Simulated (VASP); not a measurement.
Here is the system:

```
CELL_PARAMETERS angstrom
      0.00000     2.75183     2.75183
      2.75183     0.00000     2.75183
      2.75183     2.75183     0.00000
ATOMIC_POSITIONS crystal
  Mg 0.00000 0.00000 0.00000
  Se 0.50000 0.50000 0.50000
```

Calculation: PBE GGA, VASP's PBE PAW potentials (set 64) (plane waves; VASP). Numerical set-up: 480 eV cut-off, 8×8×8 Γ-centred mesh, Gaussian smearing of 0.050 eV, potentials Mg Se.

Energy and stress use the plane-wave basis of the starting cell.

Q: The ions, cell shape and volume at an external pressure of 5.0 GPa are relaxed. Predict the relaxed structure.

A: 
```
CELL_PARAMETERS angstrom
      0.00000     2.68809     2.68809
      2.68809     0.00000     2.68809
      2.68809     2.68809     0.00000
ATOMIC_POSITIONS crystal
  Mg 0.00000 0.00000 0.00000
  Se 0.50000 0.50000 0.50000
```
Space group Fm-3m (225), at a tolerance of 0.03 Å.

Q: How do energy and volume change from the first to the last step?

A: The energy (σ→0) changes by +20.9 meV/atom and the volume by -6.8 %, in 3 ionic steps.

The compound is MgSe in the rock salt structure. This run relaxes it under an external pressure of 5 GPa. Symmetry was kept, so distortions that lower it aren't found.
